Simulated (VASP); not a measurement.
Runs of VASP 6.6.1 on Cu. The structure is cubic, space group Fm-3m (No. 225). Conventional cell: a = 3.615 Å, b = 3.615 Å, c = 3.615 Å, α = 90.00°, β = 90.00°, γ = 90.00°. Cu (site symmetry m-3m) is surrounded by 12 Cu at 2.56 Å. 

```tsv
k mesh	cutoff (eV)	mesh quality	gap on the mesh (eV)	pressure (GPa)
22 × 22 × 22	520	not flagged	none	2.5
14 × 14 × 14	520	not flagged	none	2.7
14 × 14 × 14	450	not flagged	none	2.0
10 × 10 × 10	520	not flagged	none	2.5
14 × 14 × 14	300	not flagged	none	-
14 × 14 × 14	700	not flagged	none	2.8
14 × 14 × 14	350	not flagged	none	2.6
14 × 14 × 14	400	not flagged	none	(a)
16 × 16 × 16	520	not flagged	none	2.7
4 × 4 × 4	520	coarse	none	3.9
14 × 14 × 14	600	not flagged	none	2.8
12 × 12 × 12	520	not flagged	none	2.0
```

Alike in all rows: task single point; level PBE; potentials or basis VASP PAW PBE potentials, release 64 (Cu); no spin polarisation; cell as given; smearing gaussian 0.1 eV.

Q: Estimate the missing entries.

A: (a) 1.9.

Caveats: some runs use coarse meshes; the cutoff is under 1.25 times the usual one of these potentials, so pressure, stress and relaxed cells hold a basis-set (Pulay) error (some runs).

A gap of «none» marks a metal or a gap under the smearing width.
